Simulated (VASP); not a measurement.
Consider the following.

```xyz
2
Lattice="0.0000 1.7687 1.7687 1.7687 0.0000 1.7687 1.7687 1.7687 0.0000" Properties=species:S:1:pos:R:3 pbc="T T T"
C      0.0000     0.0000     0.0000
C      0.8843     0.8843     0.8843
```

All values below come from PBE0 hybrid, VASP's PBE PAW potentials (set 64) (plane waves; VASP). Settings: 520 eV cut-off, 10×10×10 Γ-centred mesh, Gaussian smearing of 0.050 eV, potentials C.

Problem. What does the run give for the energy per atom (σ→0), pressure?

Solution. 
```
Item                            Result
---------------------  ---------------
energy per atom (σ→0)  -11.062 eV/atom
pressure                      4.12 GPa
```

The absolute energy has meaning only against runs of the same code, potentials and settings.

The compound is C in the diamond structure. This cell is one point of a volume scan, at 0.97 of the reference volume. The cell's shape comes from a PBE relaxation.
